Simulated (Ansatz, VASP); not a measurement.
# In2TeS (In2STe, 1 layer): VASP beside Ansatz, part 2 of 2

Aim: how closely do two programs agree when they are given the same cell, functional and k mesh? Of the first pair: The structure shown is the start of the Ansatz relaxation below; VASP solves that cell, so the two are compared at the walk's first step.

VASP 6.6.1 and Ansatz 0.2.0.

So far: The structure; Ansatz: relaxation, PBE; VASP: single point, PBE, start cell, pair 1.

## Step 4: Comparison

Known differences besides the potentials themselves: the data sets hold 48 valence electrons in Ansatz (on its default PAW (the set named soft_2) files) and 38 in VASP; the cutoff is 420 eV in Ansatz and 400 eV in VASP. Total energies have different zeros and are not compared.

Forces (eV/Å; atoms numbered as in POSCAR):

```
atom        Ansatz x, y, z          VASP x, y, z
 Te1   0.000, 0.000, 0.011  0.000, 0.000, -0.004
 In2  0.000, 0.000, -0.031  0.000, 0.000, -0.018
 In3  0.000, 0.000, -1.216  0.000, 0.000, -1.225
  S4   0.000, 0.000, 1.235   0.000, 0.000, 1.246
```

The forces differ by 7.3 meV/Å r.m.s., which is 1.4 % of the r.m.s. force of 0.504 eV/Å (both taken over all components). With vacuum in the cell, a pressure given here is an average over mostly empty space and none of the material.

## Step 5: Ansatz: relaxation, PBE

This run makes the geometry at which the two programs are then compared.

The structure compared here is the end of the Ansatz relaxation.

input.yaml reads:

```yaml
crystal:
  lattice:
    - [4.1574, 0.0, 0.0]
    - [-2.0787, 3.6004140137, 0.0]
    - [0.0, 0.0, 22.0382444634]
  atoms:
    - { symbol: Te, position: [0.3333333333, 0.6666666667, 0.3856931533] }
    - { symbol: In, position: [0.0, 0.0, 0.4537199636] }
    - { symbol: In, position: [0.0, 0.0, 0.5825868524] }
    - { symbol: S, position: [0.3333333333, 0.6666666667, 0.6143068467] }
kpoints:
  mp_grid: { grid: [6, 6, 1] }
hamiltonian:
  xc: pbe
scf:
  occupations: { method: fermi_dirac, width: 0.05 }
  convergence: { dr2_threshold: 1.0e-08 }
efield:
  axis: 3
  dipole_correction: true
  ramp_position: 0.97
  ramp_width: 0.04
relax:
  f_tol: 0.01
  cell: { fix: [c, alpha, beta] }
output:
  write_potential: true
  write_density: true
  volumetric_format: npy
```

The run is started by

```
ansatz run input.yaml --threads 4 --pin off --max-ram 8192MiB --backend cpu --events-out ev --progress --plain --runs-dir out
```

Numbers of over 12 decimals in the logs are rounded to 6 here.

Output:

```text
[...]
Crystal: 4 atoms, lattice volume = 329.876 Å³
Basis set: ecut = 420 eV, 6355 PW (Γ), exchange–correlation on 60×60×300 points (8 copies of the dense FFT grid, shifted against one another)
[...]
cell:  # Å, volume = 331.1298 Å³
    - [4.165291, 5.840441611283311e-19, 0]
    - [-2.082645, 3.607248, 0]
    - [0, 0, 22.0382444634]
  atoms:
    - { symbol: Te, position: [0.333333, 0.666667, 0.382392] }
    - { symbol: In, position: [0, -3.7007434155248937e-17, 0.450248] }
    - { symbol: In, position: [0, -3.700743415524894e-17, 0.578436] }
    - { symbol: S, position: [0.333333, 0.666667, 0.625230] }
[key lines of the parts left out:]
SCF converged after 5 iterations
Free energy (F): -19079.273404 eV
Fermi energy:    -0.546176 eV
Dipole field:    D = -0.023600 V/Å  (p = -0.043187 e·Å, saw-weighted, corrected)
Work function:   Φ+ = 5.2947 eV   Φ− = 4.7746 eV
P = ⅓ Tr σ = -0.0131 GPa (-0.131 kbar)
```

## Step 6: VASP: single point, PBE, relaxed cell, pair 2

The same cell, functional, mesh and smearing now go to VASP, with its own data sets.

INCAR reads:

```
SYSTEM = In2TeS
PREC = Accurate
ENCUT = 500
EDIFF = 1E-06
NELM = 120
ISMEAR = -1
SIGMA = 0.05
LREAL = .FALSE.
ALGO = Normal
GGA = PE
NBANDS = 25
LORBIT = 11
LWAVE = .FALSE.
LCHARG = .FALSE.
ISIF = 2
LDIPOL = .TRUE.
IDIPOL = 3
DIPOL = 0.5 0.5 0.51
LVHAR = .TRUE.
LASPH = .TRUE.
GGA_COMPAT = .FALSE.
EFERMI = MIDGAP
NELMDL = -8
```

POSCAR reads:

```
In2TeS
1.0
    4.1652909032      0.0000000000      0.0000000000
   -2.0826454516      3.6072477363      0.0000000000
    0.0000000000      0.0000000000     22.0382444634
Te In S
1 2 1
Direct
    0.3333333333      0.6666666667      0.3823923137
    1.0000000000      0.0000000000      0.4502479281
    1.0000000000      0.0000000000      0.5784362371
    0.3333333333      0.6666666667      0.6252303371
```

KPOINTS reads:

```
Automatic mesh
0
Gamma
6 6 1
0 0 0
```

PAW data sets: Te, In_d and S (PBE family, release 64).

The run is started by

```
mpirun -np 1 vasp_std
```

Output:

```text
[... set-up lines as in an earlier step ...]
 entering main loop
       N       E                     dE             d eps       ncg     rms          rms(c)
DAV:   1     0.301485533328E+03    0.30149E+03   -0.15416E+04   366   0.122E+03
DAV:   2     0.198527790514E+02   -0.28163E+03   -0.27745E+03   386   0.305E+02
DAV:   3    -0.132008978994E+02   -0.33054E+02   -0.32772E+02   492   0.130E+02
DAV:   4    -0.144615885697E+02   -0.12607E+01   -0.12591E+01   427   0.300E+01
[...]
DAV:  24    -0.139355617484E+02   -0.54438E-05   -0.15467E-07   287   0.211E-03    0.665E-04
DAV:  25    -0.139355646542E+02   -0.29058E-05   -0.15089E-07   295   0.130E-03    0.765E-04
DAV:  26    -0.139355653156E+02   -0.66147E-06   -0.19399E-08   249   0.915E-04
   1 F= -.13935565E+02 E0= -.13935560E+02  d E =-.106464E-04
```

Parts of OUTCAR (step 6):

```text
  Total       -0.0635013     -0.0635013      0.0078818     -0.0000000      0.0000000     -0.0000000
  in kB       -0.3072521     -0.3072521      0.0381365     -0.0000000      0.0000000     -0.0000000
  external PRESSURE =      -0.1921226 kB  Pullay stress =       0.0000000 kB

 POSITION                                       TOTAL-FORCE (eV/Angst)
 -----------------------------------------------------------------------------------
     -0.00000      2.40483      8.42726         0.000000     -0.000000     -0.014909
      0.00000      0.00000      9.92267         0.000000      0.000000      0.011125
      0.00000      0.00000     12.74772         0.000000      0.000000     -0.001156
     -0.00000      2.40483     13.77898        -0.000000     -0.000000      0.004941
 -----------------------------------------------------------------------------------
    total drift:                                0.000000     -0.000000     -0.000607

  FREE ENERGIE OF THE ION-ELECTRON SYSTEM (eV)
  ---------------------------------------------------
  free  energy   TOTEN  =       -13.9355653156 eV

  energy  without entropy=      -13.9355546693  energy(sigma->0) =      -13.93555999

[... 1 part as in an earlier step ...]

[... 2 further parts left out ...]
[key lines of the parts left out:]
E-fermi :  -1.3486
```

## Step 7: Comparison

What differs besides the data sets and the points named for the pairs above, as far as they apply: the data sets hold 48 valence electrons in Ansatz (on its default PAW (the set named soft_2) files) and 38 in VASP; the cutoff is 420 eV in Ansatz and 500 eV in VASP; Ansatz's pressure holds a Pulay correction, VASP's none. Total energies have different zeros and are not compared.

Compared:

| quantity | Ansatz | VASP | difference |
| --- | --- | --- | --- |
| pressure (GPa) | -0.01 | -0.02 | +0.01 |
| gap on the k mesh (eV) | 0.897 | 0.890 | +0.006 |

At this near-relaxed geometry the largest component of a force difference is 14 meV/Å. A gap on the mesh is an upper bound, since the band edges may lie between its points. With vacuum in the cell, a pressure given here is an average over mostly empty space and none of the material.

## Step 8: Results

```yaml
r_m_s_force_difference_single_point_pbe_start_cell_pair_1: 1.4 % of the r.m.s. force
difference_in_gap_on_the_k_mesh_single_point_pbe_relaxed_cell_pair_2: 0.0064 eV
r_m_s_force_difference_single_point_pbe_relaxed_cell_pair_2: 6.6 meV/Å
```

The r.m.s. force difference is 6.6 meV/Å (single point, PBE, relaxed cell, pair 2), within the 12 meV/Å picked in this series as the mark of a large difference. The data sets hold unlike numbers of valence electrons (48 in Ansatz and 38 in VASP), so part of the differences comes from the potentials. How closely two codes agree says nothing of how well the functional describes the real material.

[Lines on the potential files, build, host, timing and source positions are cut from VASP's logs without a mark.]

[Logs are printed without paths, hosts, clocks, repeated set-up lines and the standing remarks that a program may print on its own settings, such as how far it seeks lower states.]

[Hosts, paths, dates, database ids (printed as entryN), source tags and the programs' standing remarks are cut or masked in the printed files.]
